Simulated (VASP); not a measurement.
Here is a VASP 6.6.1 calculation.

INCAR

```
SYSTEM = CS2
PREC = Accurate
ENCUT = 520
EDIFF = 1E-6
ISMEAR = -1
SIGMA = 0.05
LREAL = Auto
LASPH = .TRUE.
NELM = 100
ALGO = Fast
ISIF = 2
LWAVE = .FALSE.
LCHARG = .FALSE.
GGA = PE
IVDW = 12
NBANDS = 82
```

KPOINTS

```
regular mesh
0
G
  1 1 1
  0 0 0
```

The input POSCAR:

```
CS2
1.0
    9.5828400000      0.0000000000      0.0000000000
    0.0000000000      9.5828400000      0.0000000000
    0.0000000000      0.0000000000      9.5828400000
S C
16 8
Direct
    0.0525418352      0.9789373505      0.8745841525
    0.2292848467      0.7293558068      0.7588355853
    0.3847398057      0.5015423403      0.4033877222
    0.5060817044      0.5280063113      0.1046349516
    0.8592129264      0.9170976454      0.5108506455
    0.5495656820      0.8192039103      0.5581748208
    0.6904529346      0.4740348373      0.7272165663
    0.7534092190      0.2401584499      0.9344933235
    0.8872317601      0.6413443196      0.0489938265
    1.1221725501      0.4300082230      0.1112926857
    0.3142492205      0.9059735945      0.1794875006
    0.6371597564      0.9352029252      0.1582620601
    0.7497777277      0.3081341231      0.3589019539
    0.9476940030      0.5443688927      0.4625246795
    0.1458127236      0.3488944822      0.7470958505
    0.4100037150      0.1826494025      0.6529170893
    0.1471693152      0.8605382121      0.8162715855
    0.4410174854      0.5213172713      0.2519607966
    0.7049371585      0.8682812193      0.5328900409
    0.7106139725      0.3628673754      0.8451669860
    1.0071335846      0.5361980373      0.0713984581
    0.4756210059      0.9144053329      0.1731323908
    0.8570528152      0.4269193684      0.4042851597
    0.2828806492      0.2688868853      0.7006065008
```

Potentials or basis: VASP PAW PBE potentials, release 64 (S, C).

Launch:

```sh
$ cat potpaw_PBE.64/S/POTCAR potpaw_PBE.64/C/POTCAR > POTCAR
$ mpirun -np 1 vasp_gam > vasp.out
```

What does it give for the largest force?

2.811 eV/Å.

Predict the pressure.

-0.3 GPa.

Predict the band gap on the k mesh.

3.17 eV, direct.

Estimate the dispersion energy per atom.

-0.109 eV.

Stress tensor (GPa, compression positive):
```
-0.86 -0.29  0.26
-0.29 -0.10 -0.42
 0.26 -0.42 -0.01
```

As with any semilocal functional, this PBE gap is likely too small.
